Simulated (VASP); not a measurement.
Data:

```xyz
2
Lattice="0.0000 3.5282 3.5282 3.5282 0.0000 3.5282 3.5282 3.5282 0.0000" Properties=species:S:1:pos:R:3 pbc="T T T"
Ba     0.0000     0.0000     0.0000
Te     3.5282     3.5282     3.5282
```

Method: MS2 meta-GGA, VASP's PBE PAW potentials (set 64) (plane waves; VASP). Run with 520 eV cut-off, 7×7×7 Γ-centred mesh, tetrahedra with Blöchl corrections, potentials Ba_sv Te.

Unless said otherwise, spin-orbit coupling is left out, though it shifts the bands of the heavy elements here.

### Question
Estimate the energy per atom (σ→0), band gap (over mesh and band path) with the smallest direct gap where there is one.

### Answer

```json
{
  "band gap (over mesh and band path)": "1.82 eV",
  "smallest direct gap (over mesh and band path)": "2.21 eV",
  "energy per atom (σ→0)": "0.680 eV/atom"
}
```

Total energies compare only between runs with the same potentials, cut-off and functional.

The compound is BaTe in the rock salt structure. It was relaxed first.
